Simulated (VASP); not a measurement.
An input for Ansatz (written as the equivalent of a VASP run, and not itself run):

Ansatz 0.2 input:
```yaml
crystal:
  lattice:
    - [1.5453000, -2.6765380, 0.0000000]
    - [1.5453000, 2.6765380, 0.0000000]
    - [0.0000000, 0.0000000, 3.2946000]
  atoms:
    - { symbol: Ti, position: [0.0000000, 0.0000000, 0.0000000] }
    - { symbol: B, position: [0.3333330, 0.6666670, 0.5000000] }
    - { symbol: B, position: [0.6666670, 0.3333330, 0.5000000] }
kpoints:
  mp_grid: { grid: [10, 10, 8] }
hamiltonian:
  xc: pbe
  pseudopotentials: { kind: paw }
scf:
  occupations: { method: methfessel_paxton, width: 0.1 }
  max_iter: 100
output: { forces: true, stress: true, eigenvalues: true }
```

### Question
Write the VASP files for the same calculation (PBE).

### Answer
One answer among several that fit: 
### INCAR
```
ALGO=Normal
EDIFF=1E-6
ENCUT=520
GGA=PE
ISIF=2
ISMEAR=1
LASPH=.TRUE.
LCHARG=.FALSE.
LMAXMIX=4
LREAL=.FALSE.
LWAVE=.FALSE.
NBANDS=10
NELM=100
PREC=Accurate
SIGMA=0.1
SYSTEM=TiB2
```

### POSCAR
```
TiB2
1
    1.5453000000    -2.6765380000     0.0000000000
    1.5453000000     2.6765380000     0.0000000000
    0.0000000000     0.0000000000     3.2946000000
Ti B
1 2
Direct
  0.0000000000   0.0000000000   0.0000000000
  0.3333330000   0.6666670000   0.5000000000
  0.6666670000   0.3333330000   0.5000000000
```

**KPOINTS**
```
kpoints
0
gamma
  10 10 8
```

POTCAR, in this order: Ti_sv B (PBE.64 set). Program: vasp_std.

Limits of the translation: each code has its own PAW files, so the cut-off isn't converted (ENCUT is set for VASP's; basis.ecutwfc is left out, and Ansatz then takes the one that its files recommend); Ansatz stops its SCF on the density residual and VASP on the energy change (EDIFF); the number of bands isn't carried over, since the valence differs with the files.

The compound is TiB2 in the AlB2 type structure. The cell was not relaxed at this level. The run is one of a series of settings (NBANDS = 10 against the base run), some of them coarse on purpose.
